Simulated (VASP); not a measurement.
Input:

```yaml
crystal:
  lattice:
    - [2.10342, -3.64322, 0.00000]
    - [2.10342, 3.64322, 0.00000]
    - [0.00000, 0.00000, 6.83231]
  atoms:
    - { symbol: Cd, position: [0.66667, 0.33333, 0.50000] }
    - { symbol: Cd, position: [0.33333, 0.66667, 0.00000] }
    - { symbol: S, position: [0.66667, 0.33333, 0.87700] }
    - { symbol: S, position: [0.33333, 0.66667, 0.37700] }
```

These are PBE GGA, VASP's PBE PAW potentials (set 64) (plane waves; VASP) values and carry that method's errors. Run with 520 eV cut-off, Gaussian smearing of 0.050 eV, potentials Cd S.

Problem. Predict the band gap (along the path) with the smallest direct gap where there is one.

Solution. 
```
Quantity                                Value
------------------------------------  -------
band gap (along the path)             1.10 eV
smallest direct gap (along the path)  1.10 eV
```

The compound is CdS in the wurtzite structure. It was relaxed first.
